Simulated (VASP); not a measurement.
Input:

```
AlFe
1.0
    2.79744     0.00000     0.00000
    0.00000     2.79744     0.00000
    0.00000     0.00000     2.79744
Al Fe
1 1
Cartesian
  1.39872   1.39872   1.39872
  0.00000   0.00000   0.00000
```

All values below come from PBEsol GGA, VASP's PBE PAW potentials (set 64) (plane waves; VASP). Settings: 500 eV cut-off, 13×13×13 Γ-centred mesh, first-order Methfessel-Paxton smearing of 0.10 eV, potentials Al Fe.

Energy and stress use the plane-wave basis of the starting cell.

### Question
The ions, cell shape and volume at an external pressure of 20.0 GPa are relaxed. Predict the relaxed structure.

### Answer

```
AlFe
1.0
    2.76156     0.00000     0.00000
    0.00000     2.76156     0.00000
    0.00000     0.00000     2.76156
Al Fe
1 1
Direct
  0.50000   0.50000   0.50000
  0.00000   0.00000   0.00000
```
Space group Pm-3m (221), at a tolerance of 0.03 Å.

### Question
How do energy and volume change from the first to the last step?

### Answer
The energy (σ→0) changes by +38.2 meV/atom and the volume by -3.8 %, in 3 ionic steps.

| step | E(σ→0) (eV) | max force (eV/Å) | pressure (GPa) | volume (Å³) |
|---|---|---|---|---|
| 1 | -13.6686 | 0.000 | 9.99 | 21.89 |
| 2 | -13.3639 | 0.000 | 39.01 | 19.80 |
| 3 | -13.5921 | 0.000 | 19.84 | 21.06 |

The compound is FeAl in the CsCl type structure. This run relaxes it under an external pressure of 20 GPa. Symmetry was kept, so distortions that lower it aren't found. The run is not spin-polarised, so no magnetic state was tried. The electron count is odd and the run is not spin-polarised, which forces a metal.
